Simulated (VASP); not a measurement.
Input:

```yaml
crystal:
  lattice:
    - [0.00000, 2.30294, 2.30294]
    - [2.30294, 0.00000, 2.30294]
    - [2.30294, 2.30294, 0.00000]
  atoms:
    - { symbol: Hf, position: [0.00000, 0.00000, 0.00000] }
    - { symbol: C, position: [0.47829, 0.52171, 0.47829] }
```

Calculation: PBEsol GGA, VASP's PBE PAW potentials (set 64) (plane waves; VASP). Settings: 600 eV cut-off, 12×12×12 Γ-centred mesh, first-order Methfessel-Paxton smearing of 0.10 eV, potentials Hf_pv C.

**Question.** Give the force on each atom (eV/Å).

**Answer.** 
```
atom     Fx      Fy     Fz
----  -----  ------  -----
Hf1   0.000  -0.825  0.000
C2    0.000   0.825  0.000
```

**Question.** Give the stress tensor in GPa (positive for a compressed cell).

**Answer.** 
```
-0.36   0.00   0.00
 0.00   3.04   0.00
 0.00   0.00  -0.36
```
The pressure is its mean diagonal, 0.77 GPa.

The compound is HfC in the rock salt structure. This cell was strained or had an atom moved on purpose.
